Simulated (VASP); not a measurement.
Consider the following.

```
CELL_PARAMETERS angstrom
      0.00000     2.75817     2.75817
      2.75817     0.00000     2.75817
      2.75817     2.75817     0.00000
ATOMIC_POSITIONS crystal
  Zn 0.00000 0.00000 0.00000
  S  0.25000 0.25000 0.25000
```

Computed with RPBE GGA, VASP's PBE PAW potentials (set 64) (plane waves; VASP 6.6.1). Settings: 520 eV cut-off, 9×9×9 Γ-centred mesh, tetrahedra with Blöchl corrections, potentials Zn S.

**Question.** Estimate the energy per atom (σ→0), band gap (on the k-mesh) with the smallest direct gap where there is one.

**Answer.** 
```yaml
band gap (on the k-mesh): 2.02 eV
smallest direct gap (on the k-mesh): 2.02 eV
energy per atom (σ→0): -3.103 eV/atom
```

The compound is ZnS in the zinc blende structure. It was relaxed first, which changed the volume by +6 %.
